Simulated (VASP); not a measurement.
Runs of VASP 6.6.1 on BN. It takes space group P6_3/mmc (No. 194, hexagonal). Conventional cell: a = 2.506 Å, b = 2.506 Å, c = 6.556 Å, α = 90.00°, β = 90.00°, γ = 120.00°. B (site symmetry -6m2) has 3 N at 1.45 Å as nearest neighbours. Around N (site symmetry -6m2) lie 3 B at 1.45 Å. The cell is a database's computed one.

```csv
task,level,potentials or basis,cell,k mesh,cutoff (eV),grid for exact exchange (PRECFOCK),screening parameter,exchange at q = 0,gap on the mesh (eV),pressure (GPa)
band structure,HSE06,"VASP PAW PBE potentials, release 64 (B, N)",as given,10 × 10 × 4,450,Fast,0.2 1/A,-,5.53,-
dielectric tensor,PBE,"VASP PAW PBE potentials, release 64 (B, N)",as given,15 × 15 × 5,450,-,-,-,(a),-
band structure,PBE0,"VASP PAW PBE potentials, release 64 (B, N)",as given,10 × 10 × 4,450,Fast,-,truncated,6.25,-
band structure,r2SCAN,"VASP PAW PBE potentials, release 64 (B, N)",as given,16 × 16 × 6,450,-,-,-,4.82,-
band structure,PBE,"VASP PAW PBE potentials, release 64 (B, N)",as given,16 × 16 × 6,450,-,-,-,4.22,-
relaxation of cell and atoms,PBE+D3(BJ),"VASP PAW PBE potentials, release 64 (B, N)",relaxed,14 × 14 × 4,600,-,-,-,(b),0.0
band structure,LDA,"VASP PAW LDA potentials, release 64 (B, N)",as given,16 × 16 × 6,450,-,-,-,4.02,-
band structure,PBE,"VASP PAW PBE potentials, release 64 (B, N)",as given,16 × 16 × 6,600,-,-,-,4.22,2.8
```

Alike in all rows: no spin polarisation; smearing gaussian 0.02 eV.

Q: Fill in the values left out.

A: (a) 4.26; (b) 4.23.

Caveats: the cutoff is under 1.25 times the usual one of these potentials, so pressure, stress and relaxed cells hold a basis-set (Pulay) error (some runs); this functional lacks dispersion, which binds the layers, so the pressure and a relaxed spacing across them are unreliable (some runs); the PAW data sets were made with another functional, which shifts forces and pressure a little (some runs); an odd mesh through Γ misses points on the zone boundary, where band edges often lie (some runs); the relaxation stopped at its first step, so nothing moved (some runs).
